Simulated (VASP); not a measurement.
Input:

```
Al
1.0
    0.00000     2.05165     2.05165
    2.05165     0.00000     2.05165
    2.05165     2.05165     0.00000
Al
1
Direct
  0.00000   0.00000   0.00000
```

These are PBE GGA, VASP's PBE PAW potentials (set 64) (plane waves; VASP 6.6.1) values and carry that method's errors. Run with PREC = Normal, 350 eV cut-off, 8×8×8 Γ-centred mesh, Fermi-Dirac smearing of 0.10 eV, potentials Al_GW.

Q: Give the stress tensor in GPa (positive for a compressed cell).

A: 
```
-3.43   0.00   0.00
 0.00  -3.43   0.00
 0.00   0.00  -3.43
```
The pressure is its mean diagonal, -3.43 GPa.

The compound is Al in the fcc structure. This cell is one point of a volume scan, at 1.04 of the reference volume. The k-mesh is coarse (spacing up to 0.33 per Å, 2π included), so the numbers may not be converged in it.
